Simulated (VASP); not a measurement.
Method: r2SCAN meta-GGA, VASP's PBE PAW potentials (set 64) (plane waves; VASP).

VASP ran on this input.

### POSCAR
```
Pb atom
12.0
  1.0000000000   0.0000000000   0.0000000000
  0.0000000000   1.0416666667   0.0000000000
  0.0000000000   0.0000000000   1.0833333333
Pb
1
Cartesian
  0.0000000000   0.0000000000   0.0000000000
```

**KPOINTS**
```
Automatic mesh
0
Gamma
1 1 1
0 0 0
```

### INCAR
```
! general
SYSTEM =Pb atom
PREC   =Normal
ENCUT  =520
LREAL  =.False.
LASPH  =.True.
ISYM   =0

! electronic loop
EDIFF  =1E-6
NELM   =200
ALGO   =All
LMAXMIX=4
LMIXTAU=.True.

! smearing
ISMEAR =0
SIGMA  =0.01

! functional
METAGGA=R2SCAN

! spin
ISPIN  =2
MAGMOM =2
NUPDOWN=2

! output
LWAVE  =.False.
LCHARG =.False.
LORBIT =10
```

POTCAR, in this order: Pb_d (PBE.64 set). Program: vasp_gam. Read from the step before: WAVECAR.

Output of the run:

**OUTCAR**
```
 ion  position               nearest neighbor table
   1  0.000  0.000  0.000-
 Subroutine IBZKPT returns following result:
 Found      1 irreducible k-points:

 Following reciprocal coordinates:
            Coordinates               Weight
  0.000000  0.000000  0.000000      1.000000
   k-points           NKPTS =      1   k-points in BZ     NKDIM =      1   number of bands    NBANDS=     12
   number of dos      NEDOS =    301   number of ions     NIONS =      1
   total plane-waves  NPLWV = 392000
   dimension x,y,z NGX =    70 NGY =   70 NGZ =   80
   dimension x,y,z NGXF=   140 NGYF=  140 NGZF=  160
   ions per type =               1
   PREC   = normal    normal or accurate (medium, high low for compatibility)
   ISTART =      1    job   : 0-new  1-cont  2-samecut
   ICHARG =      0    charge: 1-file 2-atom 10-const
   ISPIN  =      2    spin polarized calculation?
   LNONCOLLINEAR =      F non collinear calculations
   LSORBIT =      F    spin-orbit coupling
   INIWAV =      1    electr: 0-lowe 1-rand  2-diag
   ENCUT  =  520.0 eV  38.22 Ry    6.18 a.u.  22.31 23.24 24.17*2*pi/ulx,y,z
   NELM   =    200;   NELMIN=  2; NELMDL=  0     # of ELM steps
   EDIFF  = 0.1E-05   stopping-criterion for ELM
   LREAL  =      F    real-space projection
...
```

OSZICAR:
```
       N       E                     dE             d eps       ncg     rms           ort
SDA:   1    -0.533021075186E+02   -0.53302E+02    0.00000E+00    12   0.104E+00   0.000E+00
CGA:   2    -0.533169049867E+02   -0.14797E-01   -0.14796E-01    12   0.328E-01  -0.305E-03
CGA:   3    -0.533233975951E+02   -0.64926E-02   -0.64978E-02    12   0.940E-02  -0.270E-02
SDA:   4    -0.533885236020E+02   -0.65126E-01   -0.64973E-01    12   0.186E+00  -0.278E-01
SDA:   5    -0.534429808816E+02   -0.54457E-01   -0.48452E-01    12   0.135E+00  -0.834E-01
CGA:   6    -0.534603756686E+02   -0.17395E-01   -0.17510E-01    12   0.140E-01  -0.692E-03
CGA:   7    -0.534643638131E+02   -0.39881E-02   -0.39872E-02    12   0.534E-02   0.476E-04
CGA:   8    -0.534660084098E+02   -0.16446E-02   -0.16456E-02    12   0.520E-03  -0.647E-05
CGA:   9    -0.534662030712E+02   -0.19466E-03   -0.19380E-03    12   0.193E-03   0.371E-05
CGA:  10    -0.534662735238E+02   -0.70453E-04   -0.71018E-04    12   0.413E-04   0.115E-05
CGA:  11    -0.534662855048E+02   -0.11981E-04   -0.11983E-04    12   0.160E-04  -0.690E-06
CGA:  12    -0.534662890466E+02   -0.35418E-05   -0.37172E-05    12   0.303E-05   0.327E-05
CGA:  13    -0.534662913552E+02   -0.23086E-05   -0.24079E-05    12   0.231E-05  -0.432E-06
CGA:  14    -0.534662925032E+02   -0.11480E-05   -0.11647E-05    12   0.152E-05  -0.528E-06
SDA:  15    -0.534662925049E+02   -0.17126E-08   -0.24325E-06    12   0.881E-06   0.433E-06
   1 F= -.53466293E+02 E0= -.53466293E+02  d E =-.100144E-15  mag=     2.0000
```

OUTCAR:
```
------------------------ aborting loop because EDIFF is reached ----------------------------------------
  FORCE on cell =-STRESS in cart. coord.  units (eV):
  Direction    XX          YY          ZZ          XY          YZ          ZX
  --------------------------------------------------------------------------------------
  Total       -0.0123247     -0.0183372     -0.0177309     -0.0008143     -0.0000325     -0.0001010
  in kB       -0.0101263     -0.0150664     -0.0145682     -0.0006690     -0.0000267     -0.0000830
  external PRESSURE =      -0.0132536 kB  Pullay stress =       0.0000000 kB
  volume of cell :     1950.00
      direct lattice vectors                 reciprocal lattice vectors
    12.000000000  0.000000000  0.000000000     0.083333333  0.000000000  0.000000000
     0.000000000 12.500000000  0.000000000     0.000000000  0.080000000  0.000000000
     0.000000000  0.000000000 13.000000000     0.000000000  0.000000000  0.076923077
 POSITION                                       TOTAL-FORCE (eV/Angst)
 -----------------------------------------------------------------------------------
      0.00000      0.00000      0.00000         0.000008     -0.000002     -0.000002
 -----------------------------------------------------------------------------------
    total drift:                                0.000008     -0.000002     -0.000002
  FREE ENERGIE OF THE ION-ELECTRON SYSTEM (eV)
  ---------------------------------------------------
  free  energy   TOTEN  =       -53.4662925049 eV

  energy  without entropy=      -53.4662925049  energy(sigma->0) =      -53.46629250

 total charge

# of ion       s       p       d       tot
------------------------------------------
    1        1.398   0.671   9.784  11.853

 magnetization (x)

# of ion       s       p       d       tot
------------------------------------------
    1       -0.027   0.671  -0.016   0.627
```
(Selected blocks of OUTCAR.)

The atom may not be in its lowest state.

The cell is a free atom in a box.
